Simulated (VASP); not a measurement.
An input for Ansatz (written as the equivalent of a VASP run, and not itself run):

Ansatz 0.2 input:
```yaml
crystal:
  lattice:
    - [1.4802581, -4.6581380, 0.0000000]
    - [1.4802581, 4.6581380, 0.0000000]
    - [0.0000000, 0.0000000, 3.0886228]
  atoms:
    - { symbol: C, position: [0.6332687, 0.3667313, 0.2500000] }
    - { symbol: C, position: [0.3667313, 0.6332687, 0.7500000] }
    - { symbol: Ti, position: [0.8629893, 0.1370107, 0.2500000] }
    - { symbol: Ti, position: [0.1370107, 0.8629893, 0.7500000] }
kpoints:
  mp_grid: { grid: [10, 10, 9] }
hamiltonian:
  xc: r2scan
  pseudopotentials: { kind: paw }
scf:
  occupations: { method: methfessel_paxton, width: 0.1 }
  max_iter: 100
relax:
  max_steps: 60
  f_tol: 0.02
  cell: {}
output: { forces: true, stress: true, eigenvalues: true }
```

### Question
Write the VASP files for the same calculation (r2SCAN).

### Answer
This is not unique; one that fits is 
KPOINTS:
```
Automatic mesh
0
Gamma
10 10 9
0 0 0
```

### INCAR
```
! general
SYSTEM  = TiC
PREC    = Accurate
ENCUT   = 520
LREAL   = F
LASPH   = T

! electronic loop
EDIFF   = 1E-6
NELM    = 100
ALGO    = Normal
LMAXMIX = 4
LMIXTAU = T

! smearing
ISMEAR  = 1
SIGMA   = 0.1

! functional
METAGGA = R2SCAN

! ions
IBRION  = 2
NSW     = 60
ISIF    = 3
EDIFFG  = -0.02

! output
LWAVE   = F
LCHARG  = F
```

**POSCAR**
```
TiC
1.0
  1.4802580764  -4.6581379547   0.0000000000
  1.4802580764   4.6581379547   0.0000000000
  0.0000000000   0.0000000000   3.0886228499
C Ti
2 2
Cartesian
  1.4802580764  -1.2415677576   0.7721557125
  1.4802580764   1.2415677576   2.3164671374
  1.4802580764  -3.3817081672   0.7721557125
  1.4802580764   3.3817081672   2.3164671374
```

POTCAR, in this order: C Ti_sv (PBE.64 set). Program: vasp_std.

What does not carry over: each code has its own PAW files, so the cut-off isn't converted (ENCUT is set for VASP's; basis.ecutwfc is left out, and Ansatz then takes the one that its files recommend); Ansatz stops its SCF on the density residual and VASP on the energy change (EDIFF).

The structure was generated: TiC was put into the CrB type (Cmcm), which need not be its known phase. This run relaxes it. Symmetry was kept, so distortions that lower it aren't found. The start is the result of an earlier pass.
